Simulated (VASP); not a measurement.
Method: LDA (Ceperley-Alder, Perdew-Zunger), VASP's LDA PAW potentials (set 64) (plane waves; VASP).

Input for VASP

### POSCAR
```
HfSi
1
    6.8624000000     0.0000000000     0.0000000000
    0.0000000000     3.7682300000     0.0000000000
    0.0000000000     0.0000000000     5.2234500000
Hf Si
4 4
Direct
  0.6751400000   0.2500000000   0.3743900000
  0.3248600000   0.7500000000   0.6256100000
  0.8248600000   0.7500000000   0.8743900000
  0.1751400000   0.2500000000   0.1256100000
  0.5431200000   0.2500000000   0.8608700000
  0.4568800000   0.7500000000   0.1391300000
  0.9568800000   0.7500000000   0.3608700000
  0.0431200000   0.2500000000   0.6391300000
```

### INCAR
```
ISIF  =  2
PREC  =  Accurate
SYSTEM  =  HfSi
SIGMA  =  0.1   # width (eV)
LCHARG  =  F
ISMEAR  =  0
ENCUT  =  300   # plane-wave cut-off (eV)
LREAL  =  F
LASPH  =  T   # aspherical one-centre terms
ALGO  =  Normal   # blocked Davidson
EDIFF  =  1E-6   # SCF stop (eV)
LMAXMIX  =  6
NELM  =  100   # most electronic steps
LWAVE  =  F
```

### KPOINTS
```
Regular mesh
0
gamma
 3 5 4
```

POTCAR, in this order: Hf_pv Si (LDA.64 set). Program: vasp_std.

The run wrote:

File OSZICAR:
```
       N       E                     dE             d eps       ncg     rms          rms(c)
DAV:   1     0.168706108674E+03    0.16871E+03   -0.21890E+04  1228   0.104E+03
DAV:   2    -0.644472123179E+02   -0.23315E+03   -0.22898E+03  1464   0.276E+02
DAV:   3    -0.768027159931E+02   -0.12356E+02   -0.12102E+02  1520   0.462E+01
DAV:   4    -0.770611111871E+02   -0.25840E+00   -0.25756E+00  1480   0.723E+00
DAV:   5    -0.770654145130E+02   -0.43033E-02   -0.42967E-02  1536   0.827E-01    0.938E+01
DAV:   6    -0.741913663422E+02    0.28740E+01   -0.87734E+00  1339   0.106E+01    0.579E+01
DAV:   7    -0.739707293027E+02    0.22064E+00   -0.36388E+00  1488   0.799E+00    0.722E+00
DAV:   8    -0.738581976878E+02    0.11253E+00   -0.65824E-01  1332   0.307E+00    0.135E+00
DAV:   9    -0.738586982070E+02   -0.50052E-03   -0.33922E-02  1504   0.879E-01    0.985E-01
DAV:  10    -0.738581051707E+02    0.59304E-03   -0.39497E-03  1440   0.210E-01    0.530E-01
DAV:  11    -0.738580910010E+02    0.14170E-04   -0.31985E-04  1480   0.684E-02    0.821E-02
DAV:  12    -0.738580891307E+02    0.18703E-05   -0.11047E-05  1367   0.143E-02    0.127E-02
DAV:  13    -0.738580888158E+02    0.31494E-06   -0.42616E-06  1320   0.829E-03
   1 F= -.73858089E+02 E0= -.73855004E+02  d E =-.616922E-02
```

**OUTCAR**
```
------------------------ aborting loop because EDIFF is reached ----------------------------------------
  FORCE on cell =-STRESS in cart. coord.  units (eV):
  Direction    XX          YY          ZZ          XY          YZ          ZX
  --------------------------------------------------------------------------------------
  Total       -4.8471565     -4.6065027     -4.7151925      0.0000000      0.0000000      0.0000000
  in kB      -57.4945592    -54.6400437    -55.9292679      0.0000000      0.0000000      0.0000000
  external PRESSURE =     -56.0212903 kB  Pullay stress =       0.0000000 kB
  volume of cell :      135.07
      direct lattice vectors                 reciprocal lattice vectors
     6.862400000  0.000000000  0.000000000     0.145721613  0.000000000  0.000000000
     0.000000000  3.768230000  0.000000000     0.000000000  0.265376583  0.000000000
     0.000000000  0.000000000  5.223450000     0.000000000  0.000000000  0.191444352
 POSITION                                       TOTAL-FORCE (eV/Angst)
 -----------------------------------------------------------------------------------
      4.63308      0.94206      1.95561         0.001723     -0.000000      0.028563
      2.22932      2.82617      3.26784        -0.001723      0.000000     -0.028563
      5.66052      2.82617      4.56733        -0.001723      0.000000      0.028563
      1.20188      0.94206      0.65612         0.001723      0.000000     -0.028563
      3.72711      0.94206      4.49671         0.061110     -0.000000     -0.121295
      3.13529      2.82617      0.72674        -0.061110      0.000000      0.121295
      6.56649      2.82617      1.88499        -0.061110     -0.000000     -0.121295
      0.29591      0.94206      3.33846         0.061110     -0.000000      0.121295
 -----------------------------------------------------------------------------------
    total drift:                                0.000000      0.000000     -0.000000
  FREE ENERGIE OF THE ION-ELECTRON SYSTEM (eV)
  ---------------------------------------------------
  free  energy   TOTEN  =       -73.8580888158 eV

  energy  without entropy=      -73.8519195938  energy(sigma->0) =      -73.85500420
```
(Selected blocks of OUTCAR.)

At this cut-off the stress carries a Pulay error, which pulls relaxed volumes low.

The structure comes from a computed database's HfSi entry (Pnma); how it stands against other phases isn't given here. The cell was not relaxed at this level. The k-mesh is coarse (spacing up to 0.33 per Å, 2π included), so the numbers may not be converged in it.
